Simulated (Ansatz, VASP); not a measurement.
# Cross-check of Zr9Ti26O70 (glassy 74TiO2-26ZrO2 (mol %)) between VASP and Ansatz, part 2 of 2

Wanted: the spread between two codes on one cell, functional and k mesh. The cell is taken from a series of runs on this material, whose earlier steps may have relaxed, scaled, displaced or heated it; both programs get it as it stands.

VASP 6.6.1 and Ansatz 0.2.0.

So far. Step 2 (VASP: single point, PBEsol, pair 1): The run ends at a pressure of -3.35 GPa, with forces up to 2.6 eV/Å.

### Step 5. VASP: single point, PBEsol, pair 2

Level of this step: PBEsol, no spin polarisation; plane waves and PAW (Ti_sv, Zr_sv, O) (VASP).

With cell and atoms fixed, the geometry can't cause a difference; cores, projectors, grids and the points listed under the comparison can.

Input file INCAR:

```
SYSTEM = Zr9Ti26O70
PREC = Accurate
ENCUT = 600
EDIFF = 1E-06
NELM = 120
ISMEAR = 0
SIGMA = 0.025
LREAL = Auto
ALGO = Normal
GGA = PS
NBANDS = 496
LASPH = .TRUE.
LORBIT = 11
LWAVE = .FALSE.
LCHARG = .FALSE.
ISIF = 2
GGA_COMPAT = .FALSE.
EFERMI = MIDGAP
NCORE = 2
```

Input file POSCAR:

```
Zr9Ti26O70
1.0
   11.0758100000      0.0000000000      0.0000000000
    0.0000000000     11.0758100000      0.0000000000
    0.0000000000      0.0000000000     11.0758100000
Ti Zr O
26 9 70
Direct
    0.1701000000      0.2073600000      0.6663300000
    0.5946700000      0.5749000000      0.7158200000
    0.7031500000      0.8439700000      0.7859000000
    0.3706000000      0.1522700000      0.4587400000
    0.4318600000      0.9801000000      0.6750600000
    0.3243200000      0.9391500000      0.1981100000
    0.5663100000      0.5915300000      0.3829500000
    0.5686400000      0.9241400000      0.3917700000
    0.2334200000      0.3914000000      0.2062400000
    0.6198400000      0.2684300000      0.2867400000
    0.5183500000      0.5337100000      0.1261500000
    0.7510500000      0.2583600000      0.6114400000
    0.8794400000      0.3518500000      0.3720100000
    0.7919900000      0.7383400000      0.2409000000
    0.4434300000      0.3008100000      0.7083000000
    0.2008700000      0.3810000000      0.9207700000
    0.0465500000      0.7296800000      0.5877600000
    0.8011000000      0.5619700000      0.9663100000
    0.1946400000      0.9177900000      0.8051400000
    0.7185000000      0.0378100000      0.1121000000
    0.8657500000      0.9581000000      0.5074000000
    0.2744700000      0.4638200000      0.5012000000
    0.0292000000      0.0103900000      0.0653500000
    0.3340300000      0.6200700000      0.7676000000
    0.0045500000      0.4155100000      0.6822100000
    0.1128700000      0.7801400000      0.2693200000
    0.4377400000      0.1676000000      0.0196200000
    0.3280100000      0.7457700000      0.4751800000
    0.1155300000      0.6924400000      0.9583400000
    0.5406300000      0.8081200000      0.0809100000
[... 69 atom lines left out ...]
    0.4779700000      0.6916000000      0.7455100000
    0.0068600000      0.2591300000      0.3936800000
    0.3289300000      0.8729800000      0.6078900000
    0.0039700000      0.2382700000      0.6726600000
    0.5597200000      0.2623600000      0.1091300000
    0.3653400000      0.8459100000      0.0720000000
```

Input file KPOINTS:

```
Automatic mesh
0
Gamma
1 1 1
0 0 0
```

Potentials, in the order of the species: Ti_sv, Zr_sv and O (PBE family, release 64).

Run with:

```sh
> mpirun -np 8 vasp_gam
```

Numbers of over 12 decimals in the logs are rounded to 6 here.

The log of the run:

```text
[banner, memory and clock lines left out]
running    8 mpi-ranks, on    1 nodes
[...]
[... a notice as in an earlier step ...]

 LDA part: xc-table for (Slater+PW92), standard interpolation
 POSCAR, INCAR and KPOINTS ok, starting setup
[...]
entering main loop
       N       E                     dE             d eps       ncg     rms          rms(c)
DAV:   1     0.170040544884E+05    0.17004E+05   -0.50755E+05   992   0.226E+03
DAV:   2     0.287886702770E+04   -0.14125E+05   -0.13573E+05   992   0.681E+02
DAV:   3    -0.761775992174E+03   -0.36406E+04   -0.34275E+04  1216   0.294E+02
DAV:   4    -0.120303948095E+04   -0.44126E+03   -0.43936E+03  1376   0.110E+02
[...]
DAV:  19    -0.983153994375E+03   -0.56177E-05   -0.37733E-05  1280   0.121E-02    0.946E-03
DAV:  20    -0.983153996472E+03   -0.20975E-05   -0.15429E-05  1216   0.706E-03    0.473E-03
DAV:  21    -0.983153997331E+03   -0.85878E-06   -0.25392E-06   736   0.356E-03
   1 F= -.98315400E+03 E0= -.98315400E+03  d E =0.000000E+00
```

OUTCAR, selected parts (step 5):

```text
  Total      -31.2424125    -31.4561865    -32.2011840      1.9735102     -4.6664375     -2.6230851
  in kB      -36.8407661    -37.0928465    -37.9713407      2.3271451     -5.5026203     -3.0931179
  external PRESSURE =     -37.3016511 kB  Pullay stress =       0.0000000 kB

 POSITION                                       TOTAL-FORCE (eV/Angst)
 -----------------------------------------------------------------------------------
      1.88400      2.29668      7.38014         0.017148      0.017557      0.039910
      6.58645      6.36748      7.92829        -0.002569     -0.029578     -0.003062
      7.78796      9.34765      8.70448         0.038266     -0.015216     -0.079724
      4.10470      1.68651      5.08092        -0.002507      0.054963      0.027882
      4.78320     10.85540      7.47684         0.016571      0.043459     -0.004283
[...]
8.80892      7.03624      1.27870         0.002423     -0.027402     -0.011191
      7.34548      8.84802     10.34049        -0.041461     -0.029263      0.116092
      6.56297      5.00782      3.34512         0.018342     -0.073348     -0.030072
      3.16591      8.83218      3.38754         0.013579      0.004986     -0.025190
      9.95915      5.65132      4.55415         0.029669      0.050302     -0.027327
      5.66849      8.66294      4.94923        -0.003851     -0.068595      0.022734
      0.31057      1.59159      1.92985         0.006039      0.028231      0.035353
      3.49597      0.83667      1.18367        -0.073542      0.028532     -0.004750
[...]
-----------------------------------------------------------------------------------
    total drift:                               -0.000436      0.018255     -0.016202

  FREE ENERGIE OF THE ION-ELECTRON SYSTEM (eV)
  ---------------------------------------------------
  free  energy   TOTEN  =      -983.1539973308 eV

  energy  without entropy=     -983.1539973308  energy(sigma->0) =     -983.15399733

[... 1 part as in an earlier step ...]

[... 2 further parts left out ...]
[key lines of the parts left out:]
E-fermi :   4.2375
```

The run ends at a pressure of -3.73 GPa, with forces up to 0.17 eV/Å.

### Step 6. Ansatz: single point, PBEsol, pair 2

The same cell, functional, mesh and smearing now go to Ansatz, which takes its cutoff from its data sets.

The cell is taken from a series of runs on this material, whose earlier steps may have relaxed, scaled, displaced or heated it; both programs get it as it stands.

Input file input.yaml:

```yaml
crystal:
  lattice:
    - [11.07581, 0.0, 0.0]
    - [0.0, 11.07581, 0.0]
    - [0.0, 0.0, 11.07581]
  atoms:
    - { symbol: Ti, position: [0.1701, 0.20736, 0.66633] }
    - { symbol: Ti, position: [0.59467, 0.5749, 0.71582] }
    - { symbol: Ti, position: [0.70315, 0.84397, 0.7859] }
    - { symbol: Ti, position: [0.3706, 0.15227, 0.45874] }
    - { symbol: Ti, position: [0.43186, 0.9801, 0.67506] }
    - { symbol: Ti, position: [0.32432, 0.93915, 0.19811] }
    - { symbol: Ti, position: [0.56631, 0.59153, 0.38295] }
    - { symbol: Ti, position: [0.56864, 0.92414, 0.39177] }
    - { symbol: Ti, position: [0.23342, 0.3914, 0.20624] }
    - { symbol: Ti, position: [0.61984, 0.26843, 0.28674] }
    - { symbol: Ti, position: [0.51835, 0.53371, 0.12615] }
    - { symbol: Ti, position: [0.75105, 0.25836, 0.61144] }
    - { symbol: Ti, position: [0.87944, 0.35185, 0.37201] }
    - { symbol: Ti, position: [0.79199, 0.73834, 0.2409] }
    - { symbol: Ti, position: [0.44343, 0.30081, 0.7083] }
    - { symbol: Ti, position: [0.20087, 0.381, 0.92077] }
    - { symbol: Ti, position: [0.04655, 0.72968, 0.58776] }
    - { symbol: Ti, position: [0.8011, 0.56197, 0.96631] }
    - { symbol: Ti, position: [0.19464, 0.91779, 0.80514] }
    - { symbol: Ti, position: [0.7185, 0.03781, 0.1121] }
    - { symbol: Ti, position: [0.86575, 0.9581, 0.5074] }
    - { symbol: Ti, position: [0.27447, 0.46382, 0.5012] }
    - { symbol: Ti, position: [0.0292, 0.01039, 0.06535] }
    - { symbol: Ti, position: [0.33403, 0.62007, 0.7676] }
    - { symbol: Ti, position: [0.00455, 0.41551, 0.68221] }
    - { symbol: Ti, position: [0.11287, 0.78014, 0.26932] }
    - { symbol: Zr, position: [0.43774, 0.1676, 0.01962] }
    - { symbol: Zr, position: [0.32801, 0.74577, 0.47518] }
    - { symbol: Zr, position: [0.11553, 0.69244, 0.95834] }
    - { symbol: Zr, position: [0.54063, 0.80812, 0.08091] }
[... 69 atom lines left out ...]
    - { symbol: O, position: [0.47797, 0.6916, 0.74551] }
    - { symbol: O, position: [0.00686, 0.25913, 0.39368] }
    - { symbol: O, position: [0.32893, 0.87298, 0.60789] }
    - { symbol: O, position: [0.00397, 0.23827, 0.67266] }
    - { symbol: O, position: [0.55972, 0.26236, 0.10913] }
    - { symbol: O, position: [0.36534, 0.84591, 0.072] }
kpoints:
  mp_grid: { grid: [1, 1, 1] }
hamiltonian:
  xc: pbesol
scf:
  occupations: { method: gaussian, width: 0.025 }
output:
  forces: true
  stress: true
  populations: intrinsic
  dos:
    method: { smearing: { sigma: 0.08 } }
    de: 0.1
    projected: { site_lists: { O: [O], Ti: [Ti], Zr: [Zr] } }
  eigenvalues: true
  write_density: true
  write_potential: true
  volumetric_format: npy
  elf: true
```

Run with:

```sh
> ansatz run input.yaml --threads 4 --pin off --max-ram 8192MiB --backend cpu --events-out ev --progress --plain --runs-dir out
```

The log of the run:

```text
[...]
Crystal: 105 atoms, lattice volume = 1358.709 Å³
Basis set: ecut = 420 eV, 26745 PW (Γ), exchange–correlation on 150×150×150 points (8 copies of the dense FFT grid, shifted against one another)
Bands: 525, of which v1, the nominal top of the filled ones, is band 420 counted from 1 (419 counted from 0)
Symmetry: 1 space group operations
[...]
k-points: 1
[...]
--- intrinsic populations: 105 sites ---
  site symbol       q [e]
     0     Ti     10.6973
     1     Ti     10.7012
     2     Ti     10.7201
     3     Ti     10.6817
     4     Ti     10.7159
     5     Ti     10.7509
     6     Ti     10.7022
     7     Ti     10.6976
[...]
101      O      6.6651
   102      O      6.6489
   103      O      6.6916
   104      O      6.5846
  spilling = 0.000000 (of n_electrons = 840.000000)
[key lines of the parts left out:]
SCF converged after 13 iterations
Free energy (F): -140880.082705 eV
P = ⅓ Tr σ = -4.1270 GPa (-41.270 kbar)
```

### Step 7. Differences

What differs besides the data sets and the points named for the pairs above, as far as they apply: the cutoff is 420 eV in Ansatz and 600 eV in VASP (PREC = Accurate, projectors in real space). Total energies have different zeros and are not compared.

The two programs side by side:

| quantity | Ansatz | VASP | difference |
| --- | --- | --- | --- |
| pressure (GPa) | -4.13 | -3.73 | -0.40 |
| gap on the k mesh (eV) | 2.440 | 2.422 | +0.018 |

Forces on 7 of the 105 atoms, those with the largest forces and the largest differences (eV/Å; atoms numbered as in POSCAR):

| atom | Ansatz x, y, z | VASP x, y, z |
| --- | --- | --- |
| Ti6 | 0.011, -0.023, 0.027 | -0.058, -0.011, 0.117 |
| Ti9 | -0.019, -0.015, 0.004 | -0.069, 0.078, -0.075 |
| Ti10 | -0.010, 0.016, -0.031 | 0.085, 0.104, -0.083 |
| Ti23 | -0.006, -0.015, -0.015 | 0.162, -0.024, -0.042 |
| O50 | -0.013, 0.004, 0.019 | -0.041, -0.029, 0.116 |
| O61 | 0.002, 0.010, -0.007 | 0.019, -0.112, 0.057 |
| O81 | 0.004, 0.010, 0.004 | -0.134, -0.043, 0.014 |

The forces differ by 40 meV/Å r.m.s., where the r.m.s. force is 0.012 eV/Å in Ansatz and 0.043 eV/Å in VASP: the atoms lie near their places of rest in Ansatz, so a percentage would say little (all taken over all components). A gap on the mesh is an upper bound, since the band edges may lie between its points.

### Step 8. What came out

```yaml
r_m_s_force_difference_single_point_pbesol_pair_1: 4.7 % of the r.m.s. force
r_m_s_force_difference_single_point_pbesol_pair_2: 40 meV/Å
```

In words: The r.m.s. force difference is 40 meV/Å (single point, PBEsol, pair 2), beyond the 12 meV/Å picked in this series as the mark of a large difference. What causes the difference of the single point, PBEsol, pair 1 pair stays open here. What causes the difference of the single point, PBEsol, pair 2 pair stays open here. How closely two codes agree says nothing of how well the functional describes the real material.

[Lines on the potential files, build, host, timing and source positions are cut from VASP's logs without a mark.]

[Logs are printed without paths, hosts, clocks, repeated set-up lines and the standing remarks that a program may print on its own settings, such as how far it seeks lower states.]

[Hosts, paths, dates, database ids (printed as entryN), source tags and the programs' standing remarks are cut or masked in the printed files.]
